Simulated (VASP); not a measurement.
Given:

SrVO₃ has the cubic space group Pm-3m (No. 221), the cubic perovskite structure, Pearson symbol cP5. Conventional cell: a = b = c = 3.8250 Å, α = β = γ = 90.00°. Sr on 1a sees 12 O at 2.705 Å (cuboctahedral). V on 1b is coordinated by 6 O at 1.913 Å (octahedral). O on 3c is surrounded by 2 V at 1.913 Å and 4 Sr at 2.705 Å (octahedral). (Neighbours: up to the widest gap in distance over summed covalent radii, below 1.35, at either atom; cation-cation and far metal-metal contacts left out.)

All values below come from vdW-DF-cx, VASP's PBE PAW potentials (set 64) (plane waves; VASP 6.6.1). Numerical set-up: 520 eV cut-off, 8×8×8 Γ-centred mesh, first-order Methfessel-Paxton smearing of 0.10 eV, potentials Sr_sv V_sv O.

Give the energy at these volumes per atom, relative to the lowest: 10.50, 10.84, 11.17, 11.51, 11.84 Å³.

29.4, 7.3, 0.0, 5.2, 21.0 meV/atom. A third-order Birch-Murnaghan fit gives B0 = 197 GPa and B0′ = 4.4.

Measured: a 3.842 Å (computed value off by -0.4 %), as given by Samuel D. Marks et al., Physical Review Materials (2021), arXiv:2103.05797. The calculation is for a static lattice, while the measured a holds thermal and zero-point effects, which are part of the difference.

The compound is SrVO3 in the cubic perovskite structure. It was relaxed first. The run is not spin-polarised, so no magnetic state was tried.
